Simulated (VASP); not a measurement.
Al3InN4:

```
Al In N
1.0
    -2.97466    2.98460    3.05601
     2.97466   -2.98460    3.05601
     2.97466    2.98460   -3.05601
Al In N
3 1 4
Direct
  0.50000 0.30189 0.80189
  0.50000 0.69811 0.19811
  0.00000 0.00000 0.00000
  0.00000 0.50000 0.50000
  0.31508 0.31508 0.00000
  0.68492 0.68492 0.00000
  0.74020 0.00000 0.74020
  0.25980 0.00000 0.25980
```

The cell was built by a generator and needn't be a form met in nature.

| Property | Result |
| --- | --- |
| Program | VASP 6.6.1 |
| Task | relaxation of cell and atoms |
| Functional | PBE |
| Potentials or basis | VASP PAW PBE potentials, release 64 (Al, In_d, N) |
| Cutoff | 520 eV |
| k mesh | 3 × 3 × 3 |
| Occupations | gaussian, width 0.15 eV |
| Spin | no spin polarisation |

At the start: pressure 32.2 GPa; volume 13.57 Å³/atom.

Q: Where does the relaxation end?

A: Over 12 steps the energy falls by 947.2 meV/atom and the volume is 14.09 Å³/atom (+3.9 %); space group I4/mmm (No. 139, to 0.05 Å).

The path:
| step | energy change (eV) | largest force (eV/Å) | pressure (GPa) | volume (Å³) |
| --- | --- | --- | --- | --- |
| 1 | 0.0000 | 12.2955 | 32.17 | 108.53 |
| 2 | 1.5414 | 11.2286 | 1.21 | 156.46 |
| 3 | -6.3991 | 2.4427 | -10.97 | 126.76 |
| 4 | -6.5573 | 2.0662 | -9.90 | 124.88 |
| 5 | -6.6441 | 1.7469 | -7.26 | 121.90 |
| 6 | -6.6461 | 1.6117 | -7.73 | 122.31 |
| 7 | -7.4110 | 1.7605 | 0.71 | 112.80 |
| 8 | -7.4209 | 1.4822 | -0.49 | 113.69 |
| 9 | -7.5581 | 0.4108 | 0.75 | 112.18 |
| 10 | -7.5689 | 0.2266 | 1.22 | 111.67 |
| 11 | -7.5764 | 0.1300 | -0.46 | 113.06 |
| 12 | -7.5772 | 0.0423 | -0.12 | 112.72 |

Final structure:
```
Al In N
1.0
    -2.76536    3.19101    3.19338
     2.76536   -3.19101    3.19338
     2.76536    3.19101   -3.19338
Al In N
3 1 4
Direct
  0.50000 0.24971 0.74971
  0.50000 0.75029 0.25029
  0.00000 0.00000 0.00000
  0.00000 0.50000 0.50000
  0.29336 0.29336 0.00000
  0.70664 0.70664 0.00000
  0.70678 0.00000 0.70678
  0.29322 0.00000 0.29322
```

Caveat: the k mesh is coarse (spacing up to 0.50 Å⁻¹), so the values aren't converged.
